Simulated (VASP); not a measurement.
Method: PBE GGA, VASP's PBE PAW potentials (set 64) (plane waves; VASP).

VASP ran on this input.

### INCAR
```
ALGO  =  Damped
EDIFF  =  1E-6
ENCUT  =  400
GGA  =  PE
ISIF  =  2
ISMEAR  =  1
LASPH  =  .TRUE.
LCHARG  =  .FALSE.
LREAL  =  .FALSE.
LWAVE  =  .FALSE.
NELM  =  100
PREC  =  Accurate
SIGMA  =  0.1
SYSTEM  =  Be
```

KPOINTS:
```
K-points
0
G
16 16 9
```

File POSCAR:
```
Be
1
    1.1679000000    -2.0228620000     0.0000000000
    1.1679000000     2.0228620000     0.0000000000
    0.0000000000     0.0000000000     3.6516000000
Be
2
Direct
  0.3333330000   0.6666670000   0.2500000000
  0.6666670000   0.3333330000   0.7500000000
```

POTCAR, in this order: Be (PBE.64 set). Program: vasp_std.

The run wrote:

### OUTCAR
```
 ion  position               nearest neighbor table
   1  0.333  0.667  0.250-   2 2.27   2 2.27   2 2.27   2 2.27   2 2.27   2 2.27
   2  0.667  0.333  0.750-   1 2.27   1 2.27   1 2.27   1 2.27   1 2.27   1 2.27
  LATTYP: Found a hexagonal cell.
 ALAT       =     2.3357998804
 C/A-ratio  =     1.5633188574
 Subroutine PRICEL returns:
 Original cell was already a primitive cell.
 Subroutine GETGRP returns: Found 24 space group operations
The static configuration has the point symmetry D_3d.
 The point group associated with its full space group is D_6h.
The dynamic configuration has the point symmetry D_3d.
 Subroutine INISYM returns: Found 24 space group operations
 Subroutine IBZKPT returns following result:
 Found    150 irreducible k-points:

 Following reciprocal coordinates:
            Coordinates               Weight
  0.000000  0.000000  0.000000      1.000000
  0.062500 -0.000000  0.000000      6.000000
  0.125000 -0.000000  0.000000      6.000000
  0.187500 -0.000000  0.000000      6.000000
  0.250000 -0.000000  0.000000      6.000000
  0.312500 -0.000000  0.000000      6.000000
  0.375000 -0.000000  0.000000      6.000000
  0.437500 -0.000000  0.000000      6.000000
  0.500000 -0.000000  0.000000      3.000000
  0.062500  0.062500  0.000000      6.000000
  0.125000  0.062500  0.000000     12.000000
  0.187500  0.062500  0.000000     12.000000
  0.250000  0.062500  0.000000     12.000000
  0.312500  0.062500  0.000000     12.000000
  0.375000  0.062500  0.000000     12.000000
  0.437500  0.062500  0.000000     12.000000
  0.125000  0.125000  0.000000      6.000000
  0.187500  0.125000  0.000000     12.000000
  0.250000  0.125000  0.000000     12.000000
  0.312500  0.125000  0.000000     12.000000
  0.375000  0.125000  0.000000     12.000000
  0.437500  0.125000  0.000000      6.000000
...
```

### OSZICAR
```
       N       E                     dE             d eps       ncg     rms           ort
DAV:   1     0.223615929550E+01    0.22362E+01   -0.14830E+03   900   0.482E+02
DAV:   2    -0.645791449627E+01   -0.86941E+01   -0.83946E+01   900   0.918E+01
DAV:   3    -0.739050489309E+01   -0.93259E+00   -0.92290E+00   900   0.234E+01
DAV:   4    -0.752586091926E+01   -0.13536E+00   -0.13535E+00   900   0.876E+00
DAV:   5    -0.754267246126E+01   -0.16812E-01   -0.16811E-01   900   0.268E+00
SDA:   6    -0.749012821932E+01    0.52544E-01   -0.37584E-02   900   0.940E-02   0.000E+00
DMP:   7    -0.749299445078E+01   -0.28662E-02   -0.18403E-02   900   0.274E-02   0.488E-02
DMP:   8    -0.749416864982E+01   -0.11742E-02   -0.39769E-03   900   0.531E-03   0.121E-02
DMP:   9    -0.749438977701E+01   -0.22113E-03   -0.12368E-03   900   0.278E-03   0.809E-04
DMP:  10    -0.749446740076E+01   -0.77624E-04   -0.64125E-04   900   0.132E-03   0.739E-04
DMP:  11    -0.749450801093E+01   -0.40610E-04   -0.27117E-04   900   0.502E-04   0.461E-04
DMP:  12    -0.749452570620E+01   -0.17695E-04   -0.12569E-04   900   0.228E-04   0.225E-04
DMP:  13    -0.749453465427E+01   -0.89481E-05   -0.49775E-05   900   0.779E-05   0.122E-04
DMP:  14    -0.749453812932E+01   -0.34750E-05   -0.10690E-05   900   0.154E-05   0.296E-05
DMP:  15    -0.749453886957E+01   -0.74025E-06   -0.24894E-06   900   0.705E-06  -0.217E-06
   1 F= -.74945389E+01 E0= -.74945028E+01  d E =-.108104E-03
```

File OUTCAR:
```
------------------------ aborting loop because EDIFF is reached ----------------------------------------
  FORCE on cell =-STRESS in cart. coord.  units (eV):
  Direction    XX          YY          ZZ          XY          YZ          ZX
  --------------------------------------------------------------------------------------
  Total       -0.9814511     -0.9814509     -0.9875482      0.0000000     -0.0000000      0.0000000
  in kB      -91.1368741    -91.1368616    -91.7030445      0.0000000     -0.0000000      0.0000000
  external PRESSURE =     -91.3255934 kB  Pullay stress =       0.0000000 kB
  volume of cell :       17.25
      direct lattice vectors                 reciprocal lattice vectors
     1.167900000 -2.022862000  0.000000000     0.428118846 -0.247174548  0.000000000
     1.167900000  2.022862000  0.000000000     0.428118846  0.247174548  0.000000000
     0.000000000  0.000000000  3.651600000     0.000000000  0.000000000  0.273852558
 POSITION                                       TOTAL-FORCE (eV/Angst)
 -----------------------------------------------------------------------------------
      1.16790      0.67429      0.91290        -0.000000      0.000000      0.000000
      1.16790     -0.67429      2.73870         0.000000      0.000000      0.000000
 -----------------------------------------------------------------------------------
    total drift:                                0.000000     -0.000003      0.000005
  FREE ENERGIE OF THE ION-ELECTRON SYSTEM (eV)
  ---------------------------------------------------
  free  energy   TOTEN  =        -7.4945388696 eV

  energy  without entropy=       -7.4944307656  energy(sigma->0) =       -7.49450283
```
(Selected blocks of OUTCAR.)

The compound is Be in the hcp structure. The cell was not relaxed at this level. The run is one of a series of settings (ALGO = Damped against the base run), some of them coarse on purpose.
